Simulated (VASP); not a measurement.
Input:

```xyz
2
Lattice="0.0000 2.0326 2.0326 2.0326 0.0000 2.0326 2.0326 2.0326 0.0000" Properties=species:S:1:pos:R:3 pbc="T T T"
Li     0.0000     0.0000     0.0000
F      2.0326     2.0326     2.0326
```

Computed with vdW-DF2, VASP's PBE PAW potentials (set 64) (plane waves; VASP 6.6.1). Run with 520 eV cut-off, Gaussian smearing of 0.050 eV, potentials Li_sv F.

Problem. Give the energies of bands 3 to 6 at the high-symmetry points, in eV from the valence-band maximum.

Solution. 
| band | Γ | X | U | L | W |
|---|---|---|---|---|---|
| 3 | 0.00 | -2.85 | -2.37 | -2.41 | -1.97 |
| 4 | 0.00 | -0.96 | -1.49 | -0.22 | -1.97 |
| 5 | 0.00 | -0.96 | -0.70 | -0.22 | -0.77 |
| 6 | 8.98 | 14.64 | 14.40 | 10.74 | 14.95 |

The gap is direct, 8.98 eV, from the valence maximum at Γ to the conduction minimum at Γ.

Measured: gap 15.35 eV (computed value off by -6.37 eV), as given by Wei Chen et al., Physical Review Materials (2018), doi:10.1103/physrevmaterials.2.073803 [zero-point renormalisation of 1.15 eV added back (the table's ZPR column)].

The compound is LiF in the rock salt structure. It was relaxed first.
